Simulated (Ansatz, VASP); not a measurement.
# Cross-check of SiO2 (Quartz) between VASP and Ansatz, part 2 of 3

Aim: how closely do two programs agree when they are given the same cell, functional and k mesh? The cell is taken from a series of runs on this material, whose earlier steps may have relaxed, scaled, displaced or heated it; both programs get it as it stands.

VASP 6.6.1 and Ansatz 0.2.0.

So far: The structure; VASP: zone-centre phonons, PBE.

### Step 2. VASP: zone-centre phonons, PBE (continued)

Level of this step: PBE; plane waves and PAW (Si, O) (VASP).

OUTCAR, selected parts (step 2):

```text
ion  position               nearest neighbor table
   1  0.534  0.000  0.333-   5 1.62   9 1.62   7 1.63   6 1.63   3 3.06   3 3.06   2 3.06   2 3.06

  LATTYP: Found a hexagonal cell.
 ALAT       =     4.9158000000
 C/A-ratio  =     1.1003498922

 Subroutine GETGRP returns: Found  6 space group operations
 (whereof  2 operations were pure point group operations)

The static configuration has the point symmetry C_2 .
 The point group associated with its full space group is D_3 .

 Found     24 irreducible k-points:

   k-points           NKPTS =     24   k-points in BZ     NKDIM =     24   number of bands    NBANDS=     33

   dimension x,y,z NGX =    40 NGY =   40 NGZ =   48
   dimension x,y,z NGXF=    80 NGYF=   80 NGZF=   96

   ENCUT  =  600.0 eV  44.10 Ry    6.64 a.u.   9.82  9.82 10.80*2*pi/ulx,y,z

   NELECT =      48.0000    total number of electrons

 k-points in reciprocal lattice and weights: Automatic mesh
   0.00000000  0.00000000  0.00000000       0.007
   0.16666667  0.00000000  0.00000000       0.042
   0.33333333 -0.00000000  0.00000000       0.042
   0.50000000  0.00000000  0.00000000       0.021
   0.16666667  0.16666667  0.00000000       0.042
   0.33333333  0.16666667  0.00000000       0.083
   0.33333333  0.33333333  0.00000000       0.014
   0.00000000  0.00000000  0.25000000       0.014
   0.16666667  0.00000000  0.25000000       0.042
[...]
0.33333333  0.16666667  0.50000000       0.083
   0.33333333  0.33333333  0.50000000       0.014

 average (electrostatic) potential at core
       1 -86.5185       2 -86.5185       3 -86.5185       4 -72.3641       5 -72.3641
       6 -72.3641       7 -72.3641       8 -72.3641       9 -72.3641

  Total        1.4376233      1.4376233      1.6120940      0.0000000     -0.0000000      0.0000000
  in kB       20.3475270     20.3475270     22.8169127      0.0000000     -0.0000000      0.0000000
  external PRESSURE =      21.1706556 kB  Pullay stress =       0.0000000 kB

  energy-cutoff  :      600.00
  volume of cell :      113.20
      direct lattice vectors                 reciprocal lattice vectors
     4.915800000  0.000000000  0.000000000     0.203425689  0.117447876  0.000000000
    -2.457900000  4.257207680  0.000000000     0.000000000  0.234895752  0.000000000
     0.000000000  0.000000000  5.409100000     0.000000000  0.000000000  0.184873639

 POSITION                                       TOTAL-FORCE (eV/Angst)
 -----------------------------------------------------------------------------------
      2.62564      0.00000      1.80303         0.015721     -0.000000     -0.000000
     -1.31282      2.27387      3.60607        -0.007860      0.013614     -0.000000
[...]
2.625640  0.000000  1.803033     0.000000   -0.100100   -0.300105
     -1.312820  2.273871  3.606067    -0.042368   -0.026692    0.150016
      1.145080  1.983337  0.000000     0.042389   -0.026704    0.150089
     -0.340459  1.745699  4.799706    -0.424151    0.049524   -0.316688
      1.116310  3.089512  1.193639    -0.105094    0.202448    0.162789
     -0.775851  3.679204  2.996673    -0.132186   -0.150325    0.153898
      1.682049  0.578003  0.609394     0.132125   -0.150238    0.153820
      2.117441  2.511509  4.215461     0.424146    0.049529   -0.316686
      3.574210  1.167695  2.412427     0.105132    0.202543    0.162866

   2 f  =   33.735675 THz   211.967500 2PiTHz 1125.301005 cm-1   139.519480 meV
             X         Y         Z           dx          dy          dz
      2.625640  0.000000  1.803033    -0.002230   -0.000014   -0.000042
     -1.312820  2.273871  3.606067    -0.075638   -0.042382    0.259919
      1.145080  1.983337  0.000000    -0.075626    0.042375   -0.259877
     -0.340459  1.745699  4.799706     0.018241    0.016803    0.005133
      1.116310  3.089512  1.193639    -0.134684    0.335860    0.271693
     -0.775851  3.679204  2.996673     0.218090    0.308768   -0.276826
      1.682049  0.578003  0.609394     0.218128   -0.308811    0.276870
      2.117441  2.511509  4.215461     0.018361   -0.016789   -0.005223
      3.574210  1.167695  2.412427    -0.134654   -0.335803   -0.271647

   3 f  =   31.728133 THz   199.353740 2PiTHz 1058.336602 cm-1   131.216956 meV
             X         Y         Z           dx          dy          dz
      2.625640  0.000000  1.803033     0.272874   -0.000000    0.000000
     -1.312820  2.273871  3.606067    -0.136437    0.236316   -0.000000
      1.145080  1.983337  0.000000    -0.136437   -0.236316    0.000000
     -0.340459  1.745699  4.799706     0.280306   -0.032886    0.223122
      1.116310  3.089512  1.193639    -0.111673    0.259195    0.223122
     -0.775851  3.679204  2.996673    -0.168633   -0.226310    0.223122
      1.682049  0.578003  0.609394    -0.168633    0.226310   -0.223122
      2.117441  2.511509  4.215461     0.280306    0.032886   -0.223122
      3.574210  1.167695  2.412427    -0.111673   -0.259195   -0.223122

   4 f  =   31.442541 THz   197.559311 2PiTHz 1048.810271 cm-1   130.035842 meV
             X         Y         Z           dx          dy          dz
      2.625640  0.000000  1.803033    -0.000000   -0.101099   -0.268976
     -1.312820  2.273871  3.606067     0.087554    0.050550   -0.268976
      1.145080  1.983337  0.000000    -0.087554    0.050550   -0.268976
     -0.340459  1.745699  4.799706     0.305553   -0.016647    0.178163
      1.116310  3.089512  1.193639    -0.138360    0.272941    0.178163
     -0.775851  3.679204  2.996673    -0.167194   -0.256293    0.178163
      1.682049  0.578003  0.609394     0.167194   -0.256293    0.178163
      2.117441  2.511509  4.215461    -0.305553   -0.016647    0.178163
      3.574210  1.167695  2.412427     0.138360    0.272941    0.178163

   5 f  =   31.170057 THz   195.847247 2PiTHz 1039.721199 cm-1   128.908941 meV
             X         Y         Z           dx          dy          dz
      2.625640  0.000000  1.803033     0.191555   -0.000015    0.000004
     -1.312820  2.273871  3.606067     0.301411    0.063417    0.088217
      1.145080  1.983337  0.000000     0.301416   -0.063437   -0.088222
     -0.340459  1.745699  4.799706    -0.388409    0.051068   -0.312305
      1.116310  3.089512  1.193639    -0.053225    0.208418    0.160373
     -0.775851  3.679204  2.996673    -0.084549   -0.160534    0.151932
      1.682049  0.578003  0.609394    -0.084569    0.160558   -0.151956
      2.117441  2.511509  4.215461    -0.388410   -0.051072    0.312306
      3.574210  1.167695  2.412427    -0.053213   -0.208391   -0.160349

   6 f  =   31.170057 THz   195.847247 2PiTHz 1039.721199 cm-1   128.908941 meV
             X         Y         Z           dx          dy          dz
      2.625640  0.000000  1.803033     0.000008    0.338033   -0.101867
     -1.312820  2.273871  3.606067     0.063440    0.228177    0.050938
      1.145080  1.983337  0.000000    -0.063413    0.228172    0.050930
     -0.340459  1.745699  4.799706    -0.014899    0.037620   -0.004873
      1.116310  3.089512  1.193639     0.142450   -0.297563   -0.268028
     -0.775851  3.679204  2.996673    -0.226502   -0.266240    0.272901
      1.682049  0.578003  0.609394     0.226494   -0.266226    0.272888
      2.117441  2.511509  4.215461     0.014865    0.037616   -0.004846
      3.574210  1.167695  2.412427    -0.142455   -0.297581   -0.268042

   7 f  =   23.319032 THz   146.517801 2PiTHz  777.839190 cm-1    96.439725 meV
             X         Y         Z           dx          dy          dz
      2.625640  0.000000  1.803033     0.627318    0.000081   -0.000042
     -1.312820  2.273871  3.606067    -0.073427   -0.404741   -0.137292
      1.145080  1.983337  0.000000    -0.073641    0.404533    0.137334
     -0.340459  1.745699  4.799706    -0.006540    0.008939   -0.010214
      1.116310  3.089512  1.193639    -0.211673    0.019523   -0.102062
     -0.775851  3.679204  2.996673    -0.099940    0.191882    0.112276
      1.682049  0.578003  0.609394    -0.099916   -0.191822   -0.112248
      2.117441  2.511509  4.215461    -0.006612   -0.008831    0.010149
      3.574210  1.167695  2.412427    -0.211740   -0.019523    0.102099

   8 f  =   23.319032 THz   146.517801 2PiTHz  777.839190 cm-1    96.439725 meV
             X         Y         Z           dx          dy          dz
      2.625640  0.000000  1.803033    -0.000166    0.307151   -0.158556
     -1.312820  2.273871  3.606067     0.404657   -0.393594    0.079314
      1.145080  1.983337  0.000000    -0.404618   -0.393807    0.079242
     -0.340459  1.745699  4.799706     0.137957    0.205562   -0.123748
      1.116310  3.089512  1.193639     0.127373    0.000429    0.070720
     -0.775851  3.679204  2.996673    -0.044986    0.112161    0.053028
      1.682049  0.578003  0.609394     0.045039    0.112263    0.053088
      2.117441  2.511509  4.215461    -0.137953    0.205567   -0.123754
      3.574210  1.167695  2.412427    -0.127261    0.000439    0.070666

   9 f  =   22.638419 THz   142.241379 2PiTHz  755.136363 cm-1    93.624934 meV
             X         Y         Z           dx          dy          dz
      2.625640  0.000000  1.803033     0.000000   -0.526771    0.156219
     -1.312820  2.273871  3.606067     0.456197    0.263386    0.156219
      1.145080  1.983337  0.000000    -0.456197    0.263386    0.156219
     -0.340459  1.745699  4.799706     0.044930    0.054718   -0.103479
      1.116310  3.089512  1.193639    -0.069852    0.011551   -0.103479
     -0.775851  3.679204  2.996673     0.024922   -0.066269   -0.103479
      1.682049  0.578003  0.609394    -0.024922   -0.066269   -0.103479
      2.117441  2.511509  4.215461    -0.044930    0.054718   -0.103479
      3.574210  1.167695  2.412427     0.069852    0.011551   -0.103479

  10 f  =   20.353420 THz   127.884311 2PiTHz  678.917021 cm-1    84.174945 meV
             X         Y         Z           dx          dy          dz
      2.625640  0.000000  1.803033     0.093849   -0.000077   -0.000208
     -1.312820  2.273871  3.606067    -0.151191   -0.141443    0.546205
      1.145080  1.983337  0.000000    -0.151098    0.141451   -0.545997
     -0.340459  1.745699  4.799706     0.116076    0.154806   -0.127258
      1.116310  3.089512  1.193639     0.170209   -0.181550    0.012263
     -0.775851  3.679204  2.996673    -0.148150   -0.060252    0.114995
    [... 205 further lines ...]
      2.117441  2.511509  4.215461     0.000072    0.000309    0.298015
      3.574210  1.167695  2.412427     0.000232   -0.000217    0.298015

 MACROSCOPIC STATIC DIELECTRIC TENSOR IONIC CONTRIBUTION
 ------------------------------------------------------
           2.143287     0.000000    -0.000000
           0.000000     2.143287    -0.000000
          -0.000000    -0.000000     2.322873
 ------------------------------------------------------

 ELASTIC MODULI CONTR FROM IONIC RELAXATION (kBar)
 Direction    XX          YY          ZZ          XY          YZ          ZX
 --------------------------------------------------------------------------------
 XX       -2573.3928   -753.0015  -1234.4530      0.0000    342.7367     -0.0000
 YY        -753.0015  -2573.3928  -1234.4530     -0.0000   -342.7367      0.0000
 ZZ       -1234.4530  -1234.4530  -1922.4495      0.0000      0.0000     -0.0000
 XY           0.0000     -0.0000      0.0000   -910.2161     -0.0000    343.0284
 YZ         342.7367   -342.7367      0.0000     -0.0000  -1182.7761      0.0000
 ZX          -0.0000     -0.0000      0.0000    343.0284      0.0000  -1185.3967
 --------------------------------------------------------------------------------

 PIEZOELECTRIC TENSOR IONIC CONTR  for field in x, y, z        (C/m^2)
          XX          YY          ZZ          XY          YZ          ZX
  --------------------------------------------------------------------------------
  x    -0.32418     0.32418     0.00000    -0.00000    -0.13923    -0.00000
  y     0.00000     0.00000     0.00000     0.32418    -0.00000     0.14107
  z    -0.00000    -0.00000    -0.00000     0.00248     0.00000    -0.00000
```

(Continued in part 3 of 3.)

[Lines on the potential files, build, host, timing and source positions are cut from VASP's logs without a mark.]

[Logs are printed without paths, hosts, clocks, repeated set-up lines and the standing remarks that a program may print on its own settings, such as how far it seeks lower states.]

[Hosts, paths, dates, database ids (printed as entryN), source tags and the programs' standing remarks are cut or masked in the printed files.]
